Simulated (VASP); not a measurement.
Input:

```
CSi
1.0
    0.00000     2.10838     2.10838
    2.10838     0.00000     2.10838
    2.10838     2.10838     0.00000
Si C
1 1
Direct
  0.00000   0.00000   0.00000
  0.25000   0.25000   0.25000
```

Computed with PBE GGA, VASP's PBE PAW potentials (set 64) (plane waves; VASP). Settings: 620 eV cut-off, 11×11×11 Γ-centred mesh, Gaussian smearing of 0.050 eV, potentials Si C.

Task: Predict the energy per atom (σ→0), pressure.

Result: 
```json
{
  "energy per atom (σ→0)": "-7.435 eV/atom",
  "pressure": "29.85 GPa"
}
```

Only differences to runs with the same potentials and settings are physical.

The compound is SiC in the zinc blende structure. It was relaxed first under an external pressure of 30 GPa.
